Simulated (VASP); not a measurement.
Data:

```yaml
crystal:
  lattice:
    - [-2.23438, 2.23438, 2.23438]
    - [2.23438, -2.23438, 2.23438]
    - [2.23438, 2.23438, -2.23438]
  atoms:
    - { symbol: Eu, position: [0.00000, 0.00000, 0.00000] }
```

Level of theory: PBE GGA, VASP's PBE PAW potentials (set 64) (plane waves; VASP). Numerical set-up: 300 eV cut-off, 8×8×8 Γ-centred mesh, Gaussian smearing of 0.20 eV, potentials Eu.

The run has a spin-polarised start.

Problem. Give the spin-up energies of bands 5 to 15 at the high-symmetry points, in eV from the Fermi level.

Solution. 
```
band      Γ      H      N      P
----  -----  -----  -----  -----
5     -4.30  -1.03  -1.68  -0.52
6     -0.52  -1.03  -0.53  -0.47
7     -0.52  -0.54  -0.51  -0.47
8     -0.52  -0.48  -0.49  -0.47
9     -0.38  -0.48  -0.40  -0.39
10    -0.38  -0.48  -0.39  -0.39
11    -0.38  -0.33  -0.38  -0.39
12    -0.35  -0.33  -0.36   0.03
13     1.75  -0.33   0.43   0.03
14     1.75   4.68   0.66   0.03
15     1.75   4.68   3.25   3.74
```

Problem. Give the spin-down energies of bands 5 to 15 at the high-symmetry points, in eV from the Fermi level.

Solution. 
```tsv
band	Γ	H	N	P
5	-3.54	-0.21	-0.89	0.86
6	2.73	-0.21	1.31	0.86
7	2.73	3.92	1.41	0.86
8	2.73	3.92	3.91	3.60
9	4.00	3.92	4.23	4.33
10	4.00	4.19	4.30	4.33
11	4.00	4.52	4.36	4.33
12	4.49	4.52	4.39	4.38
13	4.49	4.52	4.46	4.38
14	4.49	6.05	4.52	4.38
15	4.49	6.05	4.53	5.26
```

It has no gap at this level: it comes out as a metal or semimetal.

The structure comes from a computed database's Eu entry; how it stands against other phases isn't given here. The cell was not relaxed at this level.
